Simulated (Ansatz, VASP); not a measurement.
## Mo (free-standing square Mo monolayer, spacing 2.603 A): VASP beside Ansatz

One calculation is typed for both programs; each brings its own data sets. How far apart do they land? The cell is taken from a series of runs on this material, whose earlier steps may have relaxed, scaled, displaced or heated it; both programs get it as it stands.

Main program and level: Ansatz 0.2.0; plane waves, with VASP 6.6.1 beside it; single point at PBE.

**1. Set-up**

The cell holds 1 atom: 1 Mo. Cell: a = 2.693 Å, b = 2.693 Å, c = 14.000 Å, α = 90.0°, β = 90.0°, γ = 90.0°. As first built, before any earlier steps moved the atoms (in the runner's words): model lattice. Vacuum lies along c.

**2. Ansatz: single point, PBE, pair 1**

Ansatz runs on its PAW soft_1 files.

A single point gives forces, pressure and levels at one fixed geometry, so differences don't come from the geometry; what else differs is listed under the comparison.

Contents of input.yaml:

```yaml
crystal:
  lattice:
    - [2.69256414, 0.0, 0.0]
    - [0.0, 2.69256414, 0.0]
    - [0.0, 0.0, 14.0]
  atoms:
    - { symbol: Mo, position: [0.0, 0.0, 0.5], spin: 1.0 }
magnetization:
  spin_polarized: true
kpoints:
  mp_grid: { grid: [22, 22, 1] }
hamiltonian:
  xc: pbe
  pseudopotentials: { kind: paw, azcp: { folder: soft_1 } }
scf:
  occupations: { method: fermi_dirac, width: 0.05 }
  max_iter: 120
  convergence: { dr2_threshold: 1.0e-08 }
  lower_state_search: "off"
basis:
  ecutwfc: 420.0
output:
  stress: true
```

The run is started by

```console
$ ansatz run input.yaml --threads 1 --pin off --max-ram 2560MiB --backend cpu --events-out ev --progress --plain --runs-dir out
```

Numbers of over 12 decimals in the logs are rounded to 6 here.

Output:

```text
Warning: output.stress: scf.convergence.dr2_threshold = 1e-8 eV is looser than the 1e-10 eV advised for a printed stress (1e-10 eV for each atom of the cell: 1). What an SCF threshold leaves in a stress goes as its square root, and in the free energy as the threshold itself, and one threshold admits the most on a small cell: [figures from the program's tests cut] Set scf.convergence.dr2_threshold to 1e-10 eV or tighter. The threshold is an SCF's pass mark: one that does not reach it within its budget of iterations ends unconverged, or closes short of it on a stop that the run arms, and scf.convergence.dr2_threshold's page says what that costs each kind of run
Engine: ansatz 0.2.0, aarch64-unknown-linux-gnu
Pseudopotentials: kind: paw
Pseudopotential: Mo, paw, valence charge 14, recommended cutoff 420 eV (normal), soft_1/Mo.paw.azcp
Functional definition: PBE
  parameter kappa = 0.804
  parameter beta = 0.066725
  exchange = pbe_x(kappa = kappa, mu = beta*pi^2/3)
  correlation = pbe_c(beta = beta)
Crystal: 1 atoms, lattice volume = 101.499 Å³
Basis set: ecut = 420 eV, 2003 PW (Γ)
Bands: 12, of which v1, the nominal top of the filled ones, is band 7 counted from 1 (6 counted from 0)
Symmetry: 16 space group operations
Space group: P4/mmm (ITA 123), of the structure as read, at distance tolerance 4.7e-5 Å
Magnetic group: BNS 123.339 (UNI 999), of the structure as read, at distance tolerance 4.7e-5 Å
k-points: 78 of 484
Non-local potential: Mo, projectors of the file, l = 0: 3, l = 1: 2, l = 2: 2, l = 3: 1
PAW form: soft (Blöchl's): semilocal exchange-correlation on the pseudo side does not see the compensation charge
PAW one-centre angular grid: Mo, 590 points (default); XC on 64 Gauss nodes
Initial density: superposition of atomic densities (neutral atoms: chi_scale 0, normalization atom)
Starting moments: Σ|m| = 1 μB on 1 of 1 site
Initial wavefunctions: pseudopotential atomic-orbital guess
Functional: x = pbe(κ = 0.804, μ = 0.219515), c = pbe(β = 0.066725)
SCF iter   1: F=—  HF=-4953.346437 eV  |F-HF|=—  |Δ(HF+E_count)|=         —  Δρ=3.01e-2 (↑3.01e-2 ↓1.63e-2)  dr2=1.50e0  dr2_m=2.55e-1  M=0.391 μB ∫|m|=0.391 μB  β_m=0.30  ethr=3.10e-3  ⟨swp⟩=6.1  Hψ=11524  notcnv=0
preconditioner: auto → LDOS  [metal: Δε(μ)=0.011 eV  Ē_g=5.463 eV  σ=0.050 eV  W_gap=0.06  n_scr=8 (ndim 8)  ℏωp=9.0 eV  f_vac=0.643  D(μ)=1.80/eV (n_scr^D=6)]
spin=Collinear: LDOS preconditioning applied to the charge; magnetization (m = ρ↑ − ρ↓) channel mixes plain (no charge-response kernel on spin).
SCF iter   2: F=—  HF=-4953.065967 eV  |F-HF|=—  |Δ(HF+E_count)|=   2.80e-1  Δρ=1.93e-2 (↑1.93e-2 ↓1.14e-2)  dr2=5.49e-1  dr2_m=1.26e-1  M=0.393 μB ∫|m|=0.393 μB  β_m=0.30  ethr=3.10e-3  ⟨swp⟩=2.9  Hψ=4545  notcnv=0  defer=23
SCF iter   3: F=—  HF=-4952.925560 eV  |F-HF|=—  |Δ(HF+E_count)|=   1.40e-1  Δρ=9.68e-3 (↑8.58e-3 ↓9.68e-3)  dr2=3.53e-2  dr2_m=6.49e-2  M=0.373 μB ∫|m|=0.373 μB  β_m=0.30  ethr=3.10e-3  ⟨swp⟩=2.6  Hψ=3388  notcnv=0  defer=23
SCF iter   4: F=—  HF=-4952.953561 eV  |F-HF|=—  |Δ(HF+E_count)|=   2.80e-2  Δρ=6.97e-3 (↑6.97e-3 ↓6.20e-3)  dr2=3.85e-3  dr2_m=3.93e-2  M=0.332 μB ∫|m|=0.332 μB  β_m=0.30  ethr=2.52e-4  ⟨swp⟩=3.0  Hψ=4726  notcnv=0  defer=9
SCF iter   5: F=—  HF=-4952.960173 eV  |F-HF|=—  |Δ(HF+E_count)|=   6.61e-3  Δρ=5.13e-3 (↑5.13e-3 ↓5.10e-3)  dr2=7.58e-4  dr2_m=2.39e-2  M=0.300 μB ∫|m|=0.300 μB  β_m=0.30  ethr=2.75e-5  ⟨swp⟩=2.4  Hψ=2874  notcnv=0  defer=9
SCF iter   6: F=—  HF=-4952.965447 eV  |F-HF|=—  |Δ(HF+E_count)|=   5.27e-3  Δρ=4.11e-3 (↑4.11e-3 ↓3.92e-3)  dr2=8.55e-5  dr2_m=1.49e-2  M=0.272 μB ∫|m|=0.272 μB  β_m=0.30  ethr=5.41e-6  ⟨swp⟩=2.0  Hψ=3041  notcnv=0  defer=9
SCF iter   7: F=—  HF=-4952.968388 eV  |F-HF|=—  |Δ(HF+E_count)|=   2.94e-3  Δρ=3.23e-3 (↑3.18e-3 ↓3.23e-3)  dr2=3.70e-5  dr2_m=9.52e-3  M=0.247 μB ∫|m|=0.247 μB  β_m=0.30  ethr=6.11e-7  ⟨swp⟩=2.2  Hψ=3399  notcnv=0  defer=9
SCF iter   8: F=—  HF=-4952.970362 eV  |F-HF|=—  |Δ(HF+E_count)|=   1.97e-3  Δρ=2.61e-3 (↑2.58e-3 ↓2.61e-3)  dr2=1.91e-5  dr2_m=6.24e-3  M=0.225 μB ∫|m|=0.225 μB  β_m=0.30  ethr=2.64e-7  ⟨swp⟩=2.6  Hψ=3318  notcnv=0  defer=9
Mixer restart at iter 8: flushing history
spin-set hold released at iteration 8 (site moments contracting): the magnetisation degrees of freedom join the quasi-Newton model from the next iteration; the mixer history was flushed
SCF iter   9: F=—  HF=-4952.971744 eV  |F-HF|=—  |Δ(HF+E_count)|=   1.38e-3  Δρ=2.14e-3 (↑2.12e-3 ↓2.14e-3)  dr2=2.46e-5  dr2_m=4.21e-3  M=0.205 μB ∫|m|=0.205 μB  β_m=0.49  ethr=1.37e-7  ⟨swp⟩=2.1  Hψ=2428  notcnv=0  defer=9
[...]
SCF iter  11: F=—  HF=-4952.976389 eV  |F-HF|=—  |Δ(HF+E_count)|=   1.31e-3  Δρ=2.64e-4 (↑2.64e-4 ↓2.48e-4)  dr2=1.66e-6  dr2_m=6.01e-5  M=0.050 μB ∫|m|=0.051 μB  β_m=0.91  ethr=1.24e-7  ⟨swp⟩=3.3  Hψ=3647  notcnv=0  defer=9
SCF iter  12: F=—  HF=-4952.976687 eV  |F-HF|=—  |Δ(HF+E_count)|=   2.97e-4  Δρ=1.04e-4 (↑1.04e-4 ↓6.21e-5)  dr2=1.32e-6  dr2_m=6.11e-6  M=0.011 μB ∫|m|=0.011 μB  β_m=0.96  ethr=1.19e-8  ⟨swp⟩=3.7  Hψ=4798  notcnv=0  defer=9
SCF iter  13: F=—  HF=-4952.976716 eV  |F-HF|=—  |Δ(HF+E_count)|=   2.94e-5  Δρ=3.87e-5 (↑1.87e-5 ↓3.87e-5)  dr2=2.22e-6  dr2_m=3.75e-7  M=-0.000 μB ∫|m|=0.001 μB  β_m=0.87  ethr=9.41e-9  ⟨swp⟩=3.3  Hψ=3896  notcnv=0  defer=9
SCF iter  14: F=—  HF=-4952.976716 eV  |F-HF|=—  |Δ(HF+E_count)|=   2.93e-7  Δρ=1.10e-5 (↑1.10e-5 ↓8.23e-6)  dr2=9.10e-8  dr2_m=5.51e-8  M=-0.000 μB ∫|m|=0.000 μB  β_m=0.93  ethr=9.41e-9  ⟨swp⟩=2.1  Hψ=2710  notcnv=0  defer=9
SCF iter  15: F=—  HF=-4952.976717 eV  |F-HF|=—  |Δ(HF+E_count)|=   1.58e-7  Δρ=3.54e-6 (↑2.66e-6 ↓3.54e-6)  dr2=2.27e-8  dr2_m=3.39e-9  M=-0.000 μB ∫|m|=0.000 μB  β_m=0.80  ethr=6.50e-10  ⟨swp⟩=2.1  Hψ=2982  notcnv=0  defer=9
iter 16 did not close the SCF: its close was put off for a magnetic moment that had not settled (scf_convergence_deferred on its scf_iter line)
SCF iter  16: F=-4952.976717 eV  HF=-4952.976717 eV  |F-HF|=1.89e-9  |Δ(HF+E_count)|=   2.57e-9  Δρ=8.87e-7 (↑5.53e-7 ↓8.87e-7)  dr2=3.51e-10  dr2_m=4.40e-10  M=-0.000 μB ∫|m|=0.000 μB  β_m=0.90  ethr=7.14e-11  ⟨swp⟩=4.9  Hψ=5827  notcnv=0
iter 17 did not close the SCF: its close was put off for a magnetic moment that had not settled (scf_convergence_deferred on its scf_iter line)
SCF iter  17: F=-4952.976717 eV  HF=-4952.976717 eV  |F-HF|=4.00e-11  |Δ(HF+E_count)|=   2.41e-9  Δρ=1.90e-7 (↑1.75e-7 ↓1.90e-7)  dr2=1.89e-11  dr2_m=2.71e-11  M=-0.000 μB ∫|m|=0.000 μB  β_m=0.95  ethr=2.50e-12  ⟨swp⟩=2.0  Hψ=6072  notcnv=0
SCF iter  18: F=-4952.976717 eV  HF=-4952.976717 eV  |F-HF|=2.73e-12  |Δ(HF+E_count)|=  6.18e-11  Δρ=2.37e-8 (↑1.43e-8 ↓2.37e-8)  dr2=4.51e-13  dr2_m=1.74e-13  M=-0.000 μB ∫|m|=0.000 μB  ethr=1.00e-12  ⟨swp⟩=1.4  Hψ=5287  notcnv=0
WARN: the starting moments were not kept: the SCF closed with an absolute magnetisation of 5.4e-7 μB, where they sum to 1 μB in size (1 site). That is at most 0.1 of that sum. Measured as dr2_m measures the in/out step, that magnetisation stands 1.0e-13 eV from none, at or under the dr2_threshold of 1.0e-8 eV: it is no larger than a step whose dr2_m would equal this threshold. The system may hold no moment; this SCF  [...]
SCF 1 converged in 18 iterations: F = -4952.976717 eV  dr2 = 4.51e-13
  greatest PAW one-centre occupation: 0.999 electrons in one spin orbital (limit 2), on the Mo atom at site 0 (counted from 0), in its partial waves of l = 0
SCF converged after 18 iterations
Magnetization: -0.0000 μB (7.0000 up, 7.0000 down)
Absolute magnetization: 0.0000 μB (∫|ρ↑−ρ↓|, with the PAW one-centre terms)
Spin contamination: 0.0000 ħ² per cell (⟨S²⟩ above its minimum at these occupations)
Per-site moments (μB) at R_I (Å): [(-3.766233559730302e-7, 1.11068270775)]
Free energy (F): -4952.976717 eV
Harris-Foulkes:  -4952.976717 eV  (|F-HF|=2.73e-12)
Internal energy: -4952.959291 eV  (E = F + TS)
E sigma→0 (E₀):  -4952.968004 eV
Entropy (-TS):   -0.017426 eV (-17.426 meV/atom)
Fermi energy:    -0.821472 eV
--- Per-component energies (eV) ---
  E_band       = -351.084429
  E_kinetic    = 415.518475
  E_local      = -5346.796963  (includes V_loc(G=0)·N_el)
  E_nonlocal   = 151.403614
  E_hartree    = 2401.235053
  E_xc         = -171.439742
  E_vxc        = -213.192608  (∫ρ·V_xc dr)
  E_paw        = -3212.423182  (= ΣΔE_a)
  E_vpaw       = -160.487134  (= ΣTr[D̂ρ^β])
  E_aug_tail   = 0.000052  (compensation charges beyond the density's cutoff)
  E_ewald      = 809.543402
  E_smearing   = -0.017426  (= −TS)
  E_closure    = -0.000000  (closes the sum)
  Σ components = -4952.976717   (vs F -4952.976717, Δ=0.00e0)
--- Stress (GPa, compression-positive) ---
       -8.030740      -0.000000       0.000000
       -0.000000      -8.030740       0.000000
        0.000000       0.000000      -0.000193
  P = ⅓ Tr σ = -5.3539 GPa (-53.539 kbar)
```

The column dr2 measures how far the density is from self-consistency, as an energy; F and HF (Harris–Foulkes) agree once it is small.

**3. VASP: single point, PBE, pair 1**

The same cell, functional, mesh and smearing now go to VASP, with its own data sets.

Lines of VASP's logs that name or quote its potential files are left out, and so is its time.

Contents of INCAR:

```
SYSTEM = Mo
PREC = Accurate
ENCUT = 500
EDIFF = 1E-06
NELM = 200
ISMEAR = -1
SIGMA = 0.05
LREAL = .FALSE.
ALGO = Normal
GGA = PE
NBANDS = 13
ISPIN = 2
MAGMOM = -0
LASPH = .TRUE.
LMAXMIX = 4
LORBIT = 11
LWAVE = .FALSE.
LCHARG = .FALSE.
ISIF = 2
GGA_COMPAT = .FALSE.
KPAR = 2
```

Contents of POSCAR:

```
Mo
1.0
    2.6925641400      0.0000000000      0.0000000000
    0.0000000000      2.6925641400      0.0000000000
    0.0000000000      0.0000000000     14.0000000000
Mo
1
Direct
    0.0000000000      0.0000000000      0.5000000000
```

Contents of KPOINTS:

```
Automatic mesh
0
Gamma
22 22 1
0 0 0
```

The projector-augmented-wave data sets are Mo_sv (PBE family, release 64).

The run is started by

```console
$ mpirun -np 2 vasp_std
```

Output:

```text
[banner, memory and clock lines left out]
running    2 mpi-ranks, on    1 nodes
 distrk:  each k-point on    1 cores,    2 groups
 distr:  one band on    1 cores,    1 groups

 POSCAR found type information on POSCAR Mo
 POSCAR found :  1 types and       1 ions
 LDA part: xc-table for (Slater+PW92), standard interpolation
 POSCAR, INCAR and KPOINTS ok, starting setup
 FFT: planning ... GRIDC
 FFT: planning ... GRID_SOFT
 FFT: planning ... GRID
 WAVECAR not read
 entering main loop
       N       E                     dE             d eps       ncg     rms          rms(c)
DAV:   1     0.639542771182E+02    0.63954E+02   -0.84078E+03  5584   0.822E+02
DAV:   2    -0.625942019101E+01   -0.70214E+02   -0.66003E+02  5004   0.205E+02
DAV:   3    -0.833532390327E+01   -0.20759E+01   -0.19520E+01  4959   0.301E+01
DAV:   4    -0.836271917574E+01   -0.27395E-01   -0.27246E-01  4647   0.331E+00
DAV:   5    -0.836305504945E+01   -0.33587E-03   -0.33581E-03  4909   0.373E-01    0.614E+00
DAV:   6    -0.793882646424E+01    0.42423E+00   -0.78730E-01  4196   0.780E+00    0.191E+00
DAV:   7    -0.787888243366E+01    0.59944E-01   -0.13099E-01  4461   0.243E+00    0.723E-01
DAV:   8    -0.787387550964E+01    0.50069E-02   -0.60997E-03  4486   0.534E-01    0.269E-01
DAV:   9    -0.787281018972E+01    0.10653E-02   -0.11225E-03  4406   0.288E-01    0.760E-02
DAV:  10    -0.787236926951E+01    0.44092E-03   -0.13456E-04  4492   0.824E-02    0.246E-02
DAV:  11    -0.787201887368E+01    0.35040E-03   -0.16235E-04  4381   0.610E-02    0.196E-02
DAV:  12    -0.787207298921E+01   -0.54116E-04   -0.43093E-05  4121   0.325E-02    0.121E-02
DAV:  13    -0.787215154456E+01   -0.78555E-04   -0.18796E-05  4186   0.168E-02    0.669E-03
DAV:  14    -0.787228967341E+01   -0.13813E-03   -0.96785E-06  4436   0.135E-02    0.401E-03
DAV:  15    -0.787239310212E+01   -0.10343E-03   -0.54904E-06  4161   0.947E-03    0.187E-03
DAV:  16    -0.787241778670E+01   -0.24685E-04   -0.97158E-07  3893   0.346E-03    0.999E-04
DAV:  17    -0.787243647252E+01   -0.18686E-04   -0.12316E-06  3851   0.312E-03    0.459E-04
DAV:  18    -0.787243713656E+01   -0.66404E-06   -0.25896E-08  3333   0.109E-03
   1 F= -.78724371E+01 E0= -.78637238E+01  d E =-.174267E-01  mag=     0.0000
```

From OUTCAR (step 3):

```text
ion  position               nearest neighbor table
   1  0.000  0.000  0.500-

  LATTYP: Found a simple tetragonal cell.
 ALAT       =     2.6925641400
 C/A-ratio  =     5.1995047368

 Subroutine GETGRP returns: Found 16 space group operations
 (whereof 16 operations were pure point group operations)

The static configuration has the point symmetry D_4h.

 Found     78 irreducible k-points:

   k-points           NKPTS =     78   k-points in BZ     NKDIM =     78   number of bands    NBANDS=     13

   dimension x,y,z NGX =    20 NGY =   20 NGZ =  108
   dimension x,y,z NGXF=    40 NGYF=   40 NGZF=  216

   ENCUT  =  500.0 eV  36.75 Ry    6.06 a.u.   4.91  4.91 25.53*2*pi/ulx,y,z

   NELECT =      14.0000    total number of electrons

 k-points in reciprocal lattice and weights: Automatic mesh
   0.00000000  0.00000000  0.00000000       0.002
   0.04545455  0.00000000  0.00000000       0.008
   0.09090909  0.00000000  0.00000000       0.008
   0.13636364  0.00000000  0.00000000       0.008
   0.18181818  0.00000000  0.00000000       0.008
   0.22727273  0.00000000  0.00000000       0.008
   0.27272727  0.00000000  0.00000000       0.008
   0.31818182  0.00000000  0.00000000       0.008
   0.36363636  0.00000000  0.00000000       0.008
[...]
0.50000000  0.45454545  0.00000000       0.008
   0.50000000  0.50000000  0.00000000       0.002

 average (electrostatic) potential at core
       1 -83.6874

 E-fermi :  -2.1322

 spin component 1
 k-point     1 :       0.0000    0.0000    0.0000
  band No.  band energies     occupation
    ...
      3     -36.4612      1.00000
      4     -36.4612      1.00000
      5      -6.3747      1.00000
      6      -5.1377      1.00000
      7      -3.2942      1.00000
      8      -1.1941      0.00000
      9      -0.0420      0.00000
     10      -0.0420      0.00000
     11       1.5258      0.00000
     12       2.3557      0.00000
    ...

 k-point     2 :       0.0455    0.0000    0.0000
  band No.  band energies     occupation
    ...
      3     -36.4837      1.00000
      4     -36.4593      1.00000
      5      -6.3092      1.00000
      6      -5.0876      1.00000
      7      -3.2683      1.00000
      8      -1.3102      0.00000
      9      -0.0340      0.00000
     10       0.0342      0.00000
     11       1.4586      0.00000
     12       2.3966      0.00000
    ...

 k-point     3 :       0.0909    0.0000    0.0000
  band No.  band energies     occupation
    ...
      3     -36.5489      1.00000
      4     -36.4538      1.00000
      5      -6.1278      1.00000
      6      -4.9280      1.00000
      7      -3.1908      1.00000
      8      -1.6024      0.00003
      9      -0.0105      0.00000
     10       0.2231      0.00000
     11       1.2680      0.00000
     12       2.5191      0.00000
    ...

 k-point     4 :       0.1364    0.0000    0.0000
  band No.  band energies     occupation
    ...
      3     -36.6508      1.00000
      4     -36.4451      1.00000
      5      -5.8740      1.00000
      6      -4.6320      1.00000
      7      -3.0626      1.00000
      8      -1.9888      0.05382
      9       0.0268      0.00000
     10       0.4817      0.00000
     11       0.9827      0.00000
     12       2.7231      0.00000
    ...

 k-point     5 :       0.1818    0.0000    0.0000
  band No.  band energies     occupation
    ...
      4     -36.4338      1.00000
      5      -5.6023      1.00000
      6      -4.1744      1.00000
      7      -2.8842      1.00000
      8      -2.4149      0.99651
      9       0.0752      0.00000
     10       0.6395      0.00000
     11       0.8004      0.00000
     12       3.0080      0.00000
     13       4.1568      0.00000

 k-point     6 :       0.2273    0.0000    0.0000
  band No.  band energies     occupation
    ...
      4     -36.4210      1.00000
      5      -5.3453      1.00000
      6      -3.5689      1.00000
      7      -2.8429      1.00000
      8      -2.6531      0.99997
      9       0.1311      0.00000
     10       0.2750      0.00000
     11       1.1799      0.00000
     12       3.3732      0.00000
     13       4.5788      0.00000

  Total       -5.0612641     -5.0612641     -0.0042012      0.0000000      0.0000000      0.0000000
  in kB      -79.8931288    -79.8931288     -0.0663169      0.0000000      0.0000000      0.0000000
  external PRESSURE =     -53.2841915 kB  Pullay stress =       0.0000000 kB

  energy-cutoff  :      500.00
  volume of cell :      101.50
      direct lattice vectors                 reciprocal lattice vectors
     2.692564140  0.000000000  0.000000000     0.371393195  0.000000000  0.000000000
     0.000000000  2.692564140  0.000000000     0.000000000  0.371393195  0.000000000
     0.000000000  0.000000000 14.000000000     0.000000000  0.000000000  0.071428571

 POSITION                                       TOTAL-FORCE (eV/Angst)
 -----------------------------------------------------------------------------------
      0.00000      0.00000      7.00000         0.000000      0.000000      0.000000
 -----------------------------------------------------------------------------------
    total drift:                               -0.000000      0.000000      0.000000

  FREE ENERGIE OF THE ION-ELECTRON SYSTEM (eV)
  ---------------------------------------------------
  free  energy   TOTEN  =        -7.8724371366 eV

  energy  without entropy=       -7.8550104823  energy(sigma->0) =       -7.86372381

 total charge
# of ion       s       p       d       tot
------------------------------------------
    1        2.322   6.050   3.878  12.250

 magnetization (x)
# of ion       s       p       d       tot
------------------------------------------
    1       -0.000   0.000   0.000   0.000

[... 6 further parts left out ...]
```

**4. Side by side**

Known differences besides the potentials themselves: the cutoff is 420 eV in Ansatz and 500 eV in VASP. Total energies have different zeros and are not compared.

The two programs side by side:

```tsv
quantity	Ansatz	VASP	difference
pressure (GPa)	-5.35	-5.33	-0.03
```

With vacuum in the cell, a pressure given here is an average over mostly empty space and none of the material.

**5. Ansatz: single point, PBE, pair 2**

A single point gives forces, pressure and levels at one fixed geometry, so differences don't come from the geometry; what else differs is listed under the comparison.

The cell is taken from a series of runs on this material, whose earlier steps may have relaxed, scaled, displaced or heated it; both programs get it as it stands.

Edit input.yaml of step 2 so:

```diff
@@ -2,4 +2,4 @@
   lattice:
-    - [2.69256414, 0.0, 0.0]
-    - [0.0, 2.69256414, 0.0]
+    - [3.03559356, 0.0, 0.0]
+    - [0.0, 3.03559356, 0.0]
     - [0.0, 0.0, 14.0]
```

The run is started by

```console
$ ansatz run input.yaml --threads 1 --pin off --max-ram 2560MiB --backend cpu --events-out ev --progress --plain --runs-dir out
```

Output:

```text
[...]
Crystal: 1 atoms, lattice volume = 129.008 Å³
Basis set: ecut = 420 eV, 2471 PW (Γ)
Bands: 12, of which v1, the nominal top of the filled ones, is band 7 counted from 1 (6 counted from 0)
Symmetry: 16 space group operations
[...]
k-points: 78 of 484
[...]
Internal energy: -4951.531352 eV  (E = F + TS)
E sigma→0 (E₀):  -4951.541857 eV
Entropy (-TS):   -0.021011 eV (-21.011 meV/atom)
Fermi energy:    -1.271197 eV
[...]
--- Stress (GPa, compression-positive) ---
       -6.542204       0.000000       0.000000
        0.000000      -6.542204       0.000000
        0.000000       0.000000      -0.000023
  P = ⅓ Tr σ = -4.3615 GPa (-43.615 kbar)
[key lines of the parts left out:]
SCF converged after 24 iterations
Magnetization: 2.3846 μB (8.1923 up, 5.8077 down)
Free energy (F): -4951.552363 eV
```

(Part 1 of 2 ends here.)

[Lines on the potential files, build, host, timing and source positions are cut from VASP's logs without a mark.]

[Logs are printed without paths, hosts, clocks, repeated set-up lines and the standing remarks that a program may print on its own settings, such as how far it seeks lower states.]

[Hosts, paths, dates, database ids (printed as entryN), source tags and the programs' standing remarks are cut or masked in the printed files.]
